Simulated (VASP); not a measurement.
OSZICAR of a VASP run on NbSi$_{2}$ (space group P6_422):

**OSZICAR**
```
       N       E                     dE             d eps       ncg     rms          rms(c)
DAV:   1     0.399008800435E+03    0.39901E+03   -0.28610E+04  1776   0.139E+03
DAV:   2    -0.105765401811E+03   -0.50477E+03   -0.49128E+03  2227   0.496E+02
DAV:   3    -0.150626719891E+03   -0.44861E+02   -0.43887E+02  3288   0.104E+02
DAV:   4    -0.154112533745E+03   -0.34858E+01   -0.34641E+01  2720   0.253E+01
DAV:   5    -0.154300492200E+03   -0.18796E+00   -0.18740E+00  3048   0.681E+00    0.232E+01
DAV:   6    -0.137284560380E+03    0.17016E+02   -0.12479E+01  2752   0.299E+01    0.753E+00
DAV:   7    -0.129756283998E+03    0.75283E+01   -0.21982E+00  1996   0.962E+00    0.420E+00
DAV:   8    -0.134521955359E+03   -0.47657E+01   -0.32632E+00  2336   0.103E+01    0.155E+00
DAV:   9    -0.132350709234E+03    0.21712E+01   -0.54292E-01  2169   0.502E+00    0.816E-01
DAV:  10    -0.131873060978E+03    0.47765E+00   -0.52206E-01  2560   0.485E+00    0.446E-01
DAV:  11    -0.131904826584E+03   -0.31766E-01   -0.68978E-02  2520   0.187E+00    0.518E-01
DAV:  12    -0.131898560351E+03    0.62662E-02   -0.38998E-03  2720   0.355E-01    0.496E-01
DAV:  13    -0.131945580393E+03   -0.47020E-01   -0.25157E-03  2016   0.337E-01    0.472E-01
DAV:  14    -0.131951866362E+03   -0.62860E-02   -0.14731E-01  2062   0.268E+00    0.248E-01
DAV:  15    -0.131959894296E+03   -0.80279E-02   -0.13356E-02  2416   0.802E-01    0.189E-01
DAV:  16    -0.131959699824E+03    0.19447E-03   -0.14141E-03  2432   0.219E-01    0.134E-01
DAV:  17    -0.131959438244E+03    0.26158E-03   -0.23056E-03  2576   0.276E-01    0.716E-02
DAV:  18    -0.131959352580E+03    0.85664E-04   -0.15778E-04  2440   0.883E-02    0.493E-02
DAV:  19    -0.131959735438E+03   -0.38286E-03   -0.12374E-04  2016   0.863E-02    0.243E-02
DAV:  20    -0.131959855527E+03   -0.12009E-03   -0.15302E-04  2752   0.721E-02    0.409E-02
DAV:  21    -0.131959852807E+03    0.27199E-05   -0.11581E-05  2616   0.204E-02    0.382E-02
DAV:  22    -0.131959856519E+03   -0.37122E-05   -0.56870E-07  1264   0.609E-03    0.396E-02
DAV:  23    -0.131959852118E+03    0.44010E-05   -0.15878E-05  2448   0.200E-02    0.248E-02
DAV:  24    -0.131959834015E+03    0.18103E-04   -0.10326E-04  2880   0.498E-02    0.146E-02
DAV:  25    -0.131959843833E+03   -0.98176E-05   -0.48352E-06  2024   0.117E-02    0.146E-02
DAV:  26    -0.131959843930E+03   -0.96788E-07   -0.55760E-07  1248   0.591E-03
   1 F= -.13195984E+03 E0= -.13196029E+03  d E =-.131960E+03
       N       E                     dE             d eps       ncg     rms          rms(c)
DAV:   1    -0.132193354155E+03   -0.23351E+00   -0.97246E+00  2261   0.288E+01    0.405E+00
DAV:   2    -0.131984299711E+03    0.20905E+00   -0.14247E+00  2639   0.868E+00    0.143E+00
DAV:   3    -0.131956117750E+03    0.28182E-01   -0.86731E-02  2840   0.211E+00    0.679E-01
DAV:   4    -0.131946953297E+03    0.91645E-02   -0.66004E-02  3344   0.110E+00    0.316E-01
DAV:   5    -0.131952379736E+03   -0.54264E-02   -0.10903E-02  2531   0.571E-01    0.265E-01
DAV:   6    -0.131953422644E+03   -0.10429E-02   -0.13852E-03  3504   0.215E-01    0.124E-01
DAV:   7    -0.131954399895E+03   -0.97725E-03   -0.20978E-03  3302   0.190E-01    0.357E-02
DAV:   8    -0.131953380434E+03    0.10195E-02   -0.45404E-04  2019   0.189E-01    0.277E-02
DAV:   9    -0.131954222252E+03   -0.84182E-03   -0.17175E-04  2006   0.109E-01    0.463E-03
DAV:  10    -0.131953992029E+03    0.23022E-03   -0.35060E-05  2427   0.428E-02    0.271E-03
DAV:  11    -0.131954031732E+03   -0.39703E-04   -0.16672E-06  1419   0.919E-03    0.210E-03
DAV:  12    -0.131954021233E+03    0.10499E-04   -0.58587E-07  1248   0.506E-03    0.103E-03
DAV:  13    -0.131954020704E+03    0.52913E-06   -0.19653E-07  1243   0.390E-03
   2 F= -.13195402E+03 E0= -.13195451E+03  d E =0.582323E-02
       N       E                     dE             d eps       ncg     rms          rms(c)
DAV:   1    -0.132044578738E+03   -0.90558E-01   -0.29977E+00  2198   0.160E+01    0.231E+00
DAV:   2    -0.131980576665E+03    0.64002E-01   -0.39362E-01  2566   0.470E+00    0.803E-01
DAV:   3    -0.131970304825E+03    0.10272E-01   -0.32273E-02  3008   0.128E+00    0.391E-01
DAV:   4    -0.131969736398E+03    0.56843E-03   -0.22243E-02  3235   0.596E-01    0.159E-01
DAV:   5    -0.131969881589E+03   -0.14519E-03   -0.34908E-03  2699   0.309E-01    0.151E-01
DAV:   6    -0.131970540890E+03   -0.65930E-03   -0.92899E-04  3467   0.158E-01    0.768E-02
DAV:   7    -0.131969919616E+03    0.62127E-03   -0.82406E-04  3275   0.138E-01    0.228E-02
DAV:   8    -0.131970811129E+03   -0.89151E-03   -0.23415E-04  1996   0.134E-01    0.186E-02
DAV:   9    -0.131970388660E+03    0.42247E-03   -0.69432E-05  2006   0.713E-02    0.261E-03
DAV:  10    -0.131970526880E+03   -0.13822E-03   -0.17462E-05  2499   0.239E-02    0.168E-03
DAV:  11    -0.131970493529E+03    0.33351E-04   -0.89162E-07  1256   0.674E-03    0.923E-04
DAV:  12    -0.131970499277E+03   -0.57480E-05   -0.40812E-07  1218   0.399E-03    0.423E-04
DAV:  13    -0.131970518561E+03   -0.19285E-04   -0.31980E-07  1218   0.455E-03    0.731E-04
DAV:  14    -0.131970511421E+03    0.71398E-05   -0.99254E-08  1213   0.322E-03    0.425E-04
DAV:  15    -0.131970513701E+03   -0.22794E-05   -0.32341E-08  1203   0.127E-03    0.422E-04
DAV:  16    -0.131970514575E+03   -0.87425E-06   -0.17006E-08  1203   0.118E-03
   3 F= -.13197051E+03 E0= -.13197096E+03  d E =-.106706E-01
       N       E                     dE             d eps       ncg     rms          rms(c)
DAV:   1    -0.131972646265E+03   -0.21326E-02   -0.12352E-01  1801   0.238E+00    0.252E-01
DAV:   2    -0.131971354179E+03    0.12921E-02   -0.86632E-03  2360   0.544E-01    0.142E-01
DAV:   3    -0.131971304685E+03    0.49494E-04   -0.16810E-03  2392   0.316E-01    0.277E-02
DAV:   4    -0.131971282824E+03    0.21861E-04   -0.30880E-04  2339   0.116E-01    0.127E-02
DAV:   5    -0.131971394392E+03   -0.11157E-03   -0.71309E-05  2096   0.558E-02    0.765E-03
DAV:   6    -0.131971340590E+03    0.53801E-04   -0.13146E-05  2120   0.256E-02    0.273E-03
DAV:   7    -0.131971373819E+03   -0.33229E-04   -0.21862E-06  1456   0.123E-02    0.157E-03
DAV:   8    -0.131971341562E+03    0.32257E-04   -0.12287E-06  1267   0.121E-02    0.748E-04
DAV:   9    -0.131971350261E+03   -0.86982E-05   -0.23466E-07  1233   0.485E-03    0.444E-04
DAV:  10    -0.131971352686E+03   -0.24252E-05   -0.12125E-07  1223   0.277E-03    0.333E-04
DAV:  11    -0.131971346886E+03    0.58001E-05   -0.86340E-08  1218   0.276E-03    0.170E-04
DAV:  12    -0.131971349696E+03   -0.28101E-05   -0.46561E-08  1203   0.183E-03    0.162E-04
DAV:  13    -0.131971351477E+03   -0.17817E-05   -0.33362E-08  1203   0.159E-03    0.110E-04
DAV:  14    -0.131971351093E+03    0.38444E-06   -0.21463E-08  1203   0.118E-03
   4 F= -.13197135E+03 E0= -.13197189E+03  d E =-.836518E-03
       N       E                     dE             d eps       ncg     rms          rms(c)
DAV:   1    -0.131971351595E+03   -0.11729E-06   -0.15507E-05  1986   0.266E-02    0.281E-03
DAV:   2    -0.131971350508E+03    0.10867E-05   -0.84659E-07  1280   0.612E-03    0.159E-03
DAV:   3    -0.131971352215E+03   -0.17073E-05   -0.23453E-07  1203   0.407E-03    0.493E-04
DAV:   4    -0.131971351052E+03    0.11630E-05   -0.87627E-08  1188   0.250E-03    0.149E-04
DAV:   5    -0.131971351460E+03   -0.40750E-06   -0.37544E-08  1133   0.153E-03
   5 F= -.13197135E+03 E0= -.13197189E+03  d E =-.836885E-03
       N       E                     dE             d eps       ncg     rms          rms(c)
DAV:   1    -0.131971575115E+03   -0.22406E-03   -0.10826E-02  1831   0.551E-01    0.506E-02
DAV:   2    -0.131971607028E+03   -0.31913E-04   -0.75160E-04  2496   0.165E-01    0.276E-02
DAV:   3    -0.131971584455E+03    0.22573E-04   -0.60333E-05  2272   0.504E-02    0.990E-03
DAV:   4    -0.131971597786E+03   -0.13331E-04   -0.12280E-05  2560   0.208E-02    0.316E-03
DAV:   5    -0.131971584591E+03    0.13195E-04   -0.24392E-06  1472   0.106E-02    0.269E-03
DAV:   6    -0.131971597569E+03   -0.12978E-04   -0.74888E-07  1228   0.794E-03    0.816E-04
DAV:   7    -0.131971589336E+03    0.82333E-05   -0.20318E-07  1198   0.427E-03    0.447E-04
DAV:   8    -0.131971591797E+03   -0.24604E-05   -0.83621E-08  1188   0.258E-03    0.305E-04
DAV:   9    -0.131971592283E+03   -0.48625E-06   -0.39256E-08  1188   0.175E-03
   6 F= -.13197159E+03 E0= -.13197214E+03  d E =-.240823E-03
```

Which electronic solver shows in the log?

It is blocked Davidson (ALGO = Normal, or the opening steps of other solvers). The INCAR had ALGO = Normal.

Can the final energy be trusted as converged?

Self-consistency was reached. It stopped with EDIFF = 1E-6, NELM = 100, NSW = 60 and EDIFFG = -0.02 after 6 ionic steps (r2SCAN meta-GGA, plane waves, VASP's PBE PAW potentials (set 64)).

The structure comes from a computed database's NbSi2 entry (P6_422); how it stands against other phases isn't given here. This run relaxes it. Symmetry was kept, so distortions that lower it aren't found. The start is the result of an earlier pass. The electron count is odd and the run is not spin-polarised, which forces a metal.
